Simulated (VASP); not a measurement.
**Ag (relaxed from the beta-Sn structure, space group I4_1/amd): computed properties**

Calculation: PBEsol GGA, VASP's PBE PAW potentials (set 64) (plane waves; VASP).

```yaml
space_group: I4_1/amd (141)
cell: a = 5.1836 Å, b = 5.1836 Å, c = 2.7201 Å, α = 90.00°, β = 90.00°, γ = 90.00°
volume_per_atom: 18.27 Å³/atom
band gap (over mesh and band path): none (metal, semimetal or under 0.01 eV)
density: 9.80 g/cm³
```

```cif
data_Ag4
_chemical_formula_sum 'Ag4'
_space_group_name_H-M_alt 'I41/amd :1'
_space_group_IT_number 141
_space_group_name_Hall 'I 4bw 2bw -1bw'
_cell_length_a 5.18364
_cell_length_b 5.18364
_cell_length_c 2.72012
_cell_angle_alpha 90.000
_cell_angle_beta 90.000
_cell_angle_gamma 90.000
loop_
_atom_site_label
_atom_site_type_symbol
_atom_site_symmetry_multiplicity
_atom_site_Wyckoff_symbol
_atom_site_fract_x
_atom_site_fract_y
_atom_site_fract_z
_atom_site_occupancy
Ag1 Ag 4 a 0.00000 0.00000 0.00000 1
```
(The calculation used a cell of 2 atoms; values per cell refer to that cell.)

The structure was generated: Ag was put into the beta-Sn type (I4_1/amd), which need not be its known phase. It was relaxed first. Symmetry was kept, so distortions that lower it aren't found.
